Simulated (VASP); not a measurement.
VASP runs on CoGa (CsCl type) share one base input (PBE GGA, plane waves, VASP's PBE PAW potentials (set 64)) and change the settings named in each case.

**KPOINTS**
```
Automatic mesh
0
Gamma
11 11 11
0 0 0
```

**POSCAR**
```
CoGa
1
    2.8800000000     0.0000000000     0.0000000000
    0.0000000000     2.8800000000     0.0000000000
    0.0000000000     0.0000000000     2.8800000000
Ga Co
1 1
Direct
  0.5000000000   0.5000000000   0.5000000000
  0.0000000000   0.0000000000   0.0000000000
```

INCAR:
```
! general
SYSTEM  = CoGa
PREC    = Accurate
ENCUT   = 400
LREAL   = .False.
LASPH   = .True.

! electronic loop
EDIFF   = 1E-6
NELM    = 100
ALGO    = Normal
LMAXMIX = 4

! smearing
ISMEAR  = 1
SIGMA   = 0.1

! functional
GGA     = PE

! ions
ISIF    = 2

! output
LWAVE   = .False.
LCHARG  = .False.
```

POTCAR, in this order: Ga_d Co (PBE.64 set). Program: vasp_std.

```
change                                                                              E(σ→0) (eV/atom)  pressure (GPa)  −TS (eV)
----------------------------------------------------------------------------------  ----------------  --------------  --------
base run                                                                                     -5.2384           -0.20    0.0009
LDAU = .TRUE., LDAUJ = 0 0, LDAUL = -1 2, LDAUTYPE = 2, LDAUU = 0 1.0                        -4.7883           -1.61    0.0007
LDAU = .TRUE., LDAUJ = 0 0, LDAUL = -1 2, LDAUTYPE = 2, LDAUU = 0 2.0                        -4.3449           -3.06    0.0004
LDAU = .TRUE., LDAUJ = 0 0, LDAUL = -1 2, LDAUTYPE = 2, LDAUU = 0 3.0                        -3.9089           -4.52    0.0004
LDAU = .TRUE., LDAUJ = 0 0, LDAUL = -1 2, LDAUTYPE = 2, LDAUU = 0 4.0                        -3.4808           -6.01    0.0006
LDAU = .TRUE., LDAUJ = 0 0, LDAUL = -1 2, LDAUTYPE = 2, LDAUU = 0 5.0                        -3.0613           -7.19   -0.0005
LDAU = .TRUE., LDAUJ = 0 0, LDAUL = -1 2, LDAUTYPE = 2, LDAUU = 0 6.0                        -2.6537           -7.98    0.0005
LDAU = .TRUE., LDAUJ = 0 0, LDAUL = -1 2, LDAUTYPE = 2, LDAUU = 0 8.0                        -1.8722          -10.20    0.0002
LDAU = .TRUE., LDAUJ = 0 0, LDAUL = -1 2, LDAUTYPE = 2, LDAUU = 0 5.0, LMAXMIX = 2           -3.0613           -7.24   -0.0005
```
 Energies of different potentials or functionals have different zeros.

Left out are runs that ran out of time, are held back, or changed the cell or the kind of run, fixed moments of cells without a moment, rows past the twelfth, gaps on odd meshes, pressures of charged cells and columns that move by less than the noise.

The compound is CoGa in the CsCl type structure. The cell was not relaxed at this level. The run is not spin-polarised, so no magnetic state was tried.
